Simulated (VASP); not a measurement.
An input for Quantum ESPRESSO's pw.x (written as the equivalent of a VASP run, and not itself run):

```
&CONTROL
  calculation = 'vc-relax'
  pseudo_dir = './pseudo'
  outdir = './out'
  tprnfor = .true.
  tstress = .true.
  nstep = 40
  forc_conv_thr = 0.00039
/
&SYSTEM
  ibrav = 0
  nat = 2
  ntyp = 1
  ecutwfc = 62
  occupations = 'smearing'
  smearing = 'methfessel-paxton'
  degauss = 0.00735
  input_dft = 'pbesol'
/
&ELECTRONS
  conv_thr = 7.3e-09
  electron_maxstep = 100
/
&IONS
/
&CELL
  press = 20
/
ATOMIC_SPECIES
  Tl 204.380 Tl.upf
CELL_PARAMETERS angstrom
     1.7179779   -2.9756252    0.0000000
     1.7179779    2.9756252    0.0000000
     0.0000000   -0.0000000    5.5623181
ATOMIC_POSITIONS crystal
  Tl   0.3333330  0.6666670  0.2500000
  Tl   0.6666670  0.3333330  0.7500000
K_POINTS automatic
  12 12 6 0 0 0
```

Task: Translate this input to VASP (INCAR, KPOINTS, POSCAR, choice of POTCAR).

Result: Several could match; the one computed here: 
**KPOINTS**
```
Automatic mesh
0
Gamma
12 12 6
0 0 0
```

POSCAR:
```
Tl
1.0
  1.7179779385  -2.9756251765   0.0000000000
  1.7179779385   2.9756251765   0.0000000000
  0.0000000000   0.0000000000   5.5623181137
Tl
2
direct
  0.3333330000   0.6666670000   0.2500000000
  0.6666670000   0.3333330000   0.7500000000
```

INCAR:
```
SYSTEM = Tl
PREC = Accurate
ENCUT = 480
EDIFF = 1E-7
NELM = 100
ALGO = Normal
LREAL = .FALSE.
LASPH = .TRUE.
ISMEAR = 1
SIGMA = 0.1
GGA = PS
LMAXMIX = 4
LWAVE = .FALSE.
LCHARG = .FALSE.
ISIF = 3
IBRION = 2
NSW = 40
EDIFFG = -0.01
PSTRESS = 20
```

POTCAR, in this order: Tl_d (PBE.64 set). Program: vasp_std.

The two are equivalent in intent, not identical: the potentials are each code's own (VASP's PAW set, PseudoDojo norm-conserving files in pw.x), so ENCUT and ecutwfc are chosen apart and not converted; conv_thr bounds pw.x's estimated SCF error, while EDIFF bounds the energy change between steps; forc_conv_thr acts on force components and is met together with etot_conv_thr.

The compound is Tl in the hcp structure. This run relaxes it under an external pressure of 2 GPa. Symmetry was kept, so distortions that lower it aren't found.
